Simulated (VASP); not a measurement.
Input for VASP

File KPOINTS:
```
kpoints
0
G
  1 1 1
0 0 0
```

INCAR:
```
LCHARG = .FALSE.
LASPH = .TRUE.
LREAL = .FALSE.   ! projection in real space or not
ISIF = 2
SYSTEM = Y
ISMEAR = 0   ! Gaussian
PREC = Accurate
LWAVE = .FALSE.
EDIFF = 1E-6   ! SCF stop (eV)
LMAXMIX = 4
GGA = PE
SIGMA = 0.2
ALGO = Normal
ENCUT = 300   ! plane-wave cut-off (eV)
NELM = 100   ! most electronic steps
```

File POSCAR:
```
Y
1
    3.6500000000     0.0000000000     0.0000000000
   -1.8250000000     3.1609930000     0.0000000000
    0.0000000000     0.0000000000    20.5950000000
Y
4
Direct
  0.6666670000   0.3333330000   0.4304440000
  0.3333330000   0.6666670000   0.2913330000
  0.6666670000   0.3333330000   0.7086670000
  0.3333330000   0.6666670000   0.5695560000
```

POTCAR, in this order: Y_sv (PBE.64 set). Program: vasp_std.

Q: Translate this PBE calculation to Quantum ESPRESSO's pw.x.

A: One equivalent input (not run):
```
&CONTROL
  calculation = 'scf'
  pseudo_dir = './pseudo'
  outdir = './out'
  tprnfor = .true.
  tstress = .true.
/
&SYSTEM
  ibrav = 0
  nat = 4
  ntyp = 1
  ecutwfc = 72
  occupations = 'smearing'
  smearing = 'gaussian'
  degauss = 0.0147
  input_dft = 'pbe'
/
&ELECTRONS
  conv_thr = 7.3e-08
  electron_maxstep = 100
/
ATOMIC_SPECIES
  Y 88.906 Y.upf
CELL_PARAMETERS angstrom
     3.6500000    0.0000000    0.0000000
    -1.8250000    3.1609930    0.0000000
     0.0000000    0.0000000   20.5950000
ATOMIC_POSITIONS crystal
  Y    0.6666670  0.3333330  0.4304440
  Y    0.3333330  0.6666670  0.2913330
  Y    0.6666670  0.3333330  0.7086670
  Y    0.3333330  0.6666670  0.5695560
K_POINTS automatic
  1 1 1 0 0 0
```
Limits of the translation: the potentials are each code's own (VASP's PAW set, PseudoDojo norm-conserving files in pw.x), so ENCUT and ecutwfc are chosen apart and not converted; conv_thr bounds pw.x's estimated SCF error, while EDIFF bounds the energy change between steps.

The cell is a sheet with vacuum, built from a generated structure.
